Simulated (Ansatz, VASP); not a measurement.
Given: the input of a run of VASP 6.6.1 on SnCl.

File INCAR:

```
SYSTEM = SnCl
  ALGO = Normal
  EDIFF = 1E-7
  ENCUT = 520
  GGA = PE
  ISIF = 2
  ISMEAR = -1
  LASPH = .True.
  LCHARG = .False.
  LREAL = .False.
  LWAVE = .False.
  NBANDS = 29
  NELM = 100
  PREC = Accurate
  SIGMA = 0.05
```

KPOINTS

```
k-points
0
Gamma
  9 9 3
  0 0 0
```

POSCAR

```
SnCl
1.0
    3.5207089320      0.0000000000      0.0000000000
   -1.7603544660      3.0490233744      0.0000000000
    0.0000000000      0.0000000000     10.1288480877
Sn Cl
2 2
Direct
    0.6666666667      0.3333333333      0.8205100000
    0.3333333333      0.6666666667      0.3205100000
    0.6666666667      0.3333333333      0.5544910000
    0.3333333333      0.6666666667      0.0544910000
```

Potentials or basis: VASP PAW PBE potentials, release 64 (Sn_d, Cl).

The run is started by

```sh
$ cat potpaw_PBE.64/Sn_d/POTCAR potpaw_PBE.64/Cl/POTCAR > POTCAR
$ mpirun -np 1 vasp_std > vasp.out
```

Problem. Translate it to Ansatz 0.2.0. Potentials there: Ansatz PAW.

Solution. As run (the cutoff follows the program's own potentials):

File input.yaml:

```yaml
crystal:
  lattice:
    - [3.520708932, 0.0, 0.0]
    - [-1.760354466, 3.0490233744, 0.0]
    - [0.0, 0.0, 10.1288480877]
  atoms:
    - { symbol: Sn, position: [0.6666666667, 0.3333333333, 0.82051] }
    - { symbol: Sn, position: [0.3333333333, 0.6666666667, 0.32051] }
    - { symbol: Cl, position: [0.6666666667, 0.3333333333, 0.554491] }
    - { symbol: Cl, position: [0.3333333333, 0.6666666667, 0.054491] }
hamiltonian:
  xc: pbe
  pseudopotentials: { kind: paw }
kpoints:
  mp_grid: { grid: [9, 9, 3] }
scf:
  occupations: { method: fermi_dirac, width: 0.05 }
output:
  forces: true
  stress: true
  eigenvalues: true
```

Potentials or basis: Ansatz PAW.

Run with:

```bash
$ ansatz run input.yaml --threads 2 --pin off --max-ram 5120MiB --backend cpu --events-out ev --progress --plain --runs-dir out
```

Both were run:

|  | VASP | Ansatz | Ansatz less VASP |
| --- | --- | --- | --- |
| gap on the k mesh at the Fermi level (eV) | none | none | - |
| pressure (GPa) | -1.0 | -0.9 | +0.07 |
| largest component of the traceless stress (GPa) | 0.65 | 0.66 | +0.011 |
| rms of the force components (eV/Å) | 0.067 | 0.065 | -0.0020 |

Atom by atom the forces differ by 0.002 eV/Å (rms over components). A gap of «none» marks a metal or a gap that the smearing closes.
